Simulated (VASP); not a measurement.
Energy against volume of PbF2 (fluorite). Calculation: PBE GGA with D3 dispersion (Becke-Johnson damping), VASP's PBE PAW potentials (set 64) (plane waves; VASP). Numerical set-up: 520 eV cut-off, 7×7×7 Γ-centred mesh, Gaussian smearing of 0.050 eV, potentials Pb_d F.

```tsv
V (Å³/atom)	E (eV/atom)
17.099	-4.92835
17.628	-4.93286
18.157	-4.93037
18.685	-4.92196
```

Q: Fit these four points and predict the energy of the run at 16.570 Å³/atom.

A: A cubic in V^(−2/3), the third-order Birch-Murnaghan form, passes through the four points with V0 = 17.69 Å³/atom and B0 = 69 GPa, and gives -4.9156 eV/atom there. The run gave -4.9154 eV/atom, +0.2 meV/atom from the fit; all five points give B0 = 70 GPa.

The compound is PbF2 in the fluorite structure, the β form. It was relaxed first.
